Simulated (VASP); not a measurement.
Write the native input for VASP 6.6.1 that does the following.

```yaml
Task: vibrations by finite differences
Functional: PBE
Potentials_or_basis: VASP PAW PBE potentials, release 64 (Al)
Cutoff: 520 eV
k_mesh: 24 × 24 × 24
Occupations: gaussian, width 0.1 eV
Spin: no spin polarisation
Ions_in_elastic_constants: relaxed
Further_INCAR_settings: ALGO = Normal; EDIFF = 1e-08; NBANDS = 8; IBRION = 6; POTIM = 0.015; NSW = 1; ISIF = 3
```

The structure of Al lies in POSCAR:

```
Al                                      
1.0
    0.0000000000      2.0195359386      2.0195359386
    2.0195359386      0.0000000000      2.0195359386
    2.0195359386      2.0195359386      0.0000000000
  Al            
     1
Direct
     0.0000000000000000    0.0000000000000000    0.0000000000000000
```

One way to write it, as run:

INCAR

```
PREC     = Accurate       # precision mode
ENCUT    = 520            # plane-wave cutoff, eV
EDIFF    = 1E-8           # SCF threshold, eV
ISMEAR   = 0              # smearing method
SIGMA    = 0.1            # smearing width, eV
LREAL    = False          # projectors in reciprocal space
LASPH    = True           # aspherical terms in the spheres
NELM     = 80             # most SCF steps
ALGO     = Normal         # electronic algorithm
ISIF     = 3              # what is computed and relaxed
LWAVE    = False          # write WAVECAR
LCHARG   = False          # write CHGCAR
GGA      = PE             # functional
NBANDS   = 8              # bands
IBRION   = 6              # ionic algorithm
NFREE    = 2            
POTIM    = 0.015          # step
NSW      = 1              # ionic steps
```

KPOINTS

```
Automatic mesh
0
Gamma
  24 24 24
```

Potentials or basis: VASP PAW PBE potentials, release 64 (Al).

Run with:

```bash
$ cat potpaw_PBE.64/Al/POTCAR > POTCAR
$ mpirun -np 1 vasp_std > vasp.out
```

Results of the run:

```
Elastic constants C11, C12, C44 : 93, 69, 14 GPa
Voigt bulk modulus              : 77 GPa
```

Run time: 14 min on 1 thread of Intel(R) Xeon(R) Platinum 8559C (Emerald Rapids) (shared host), peak memory 0.75 GiB.
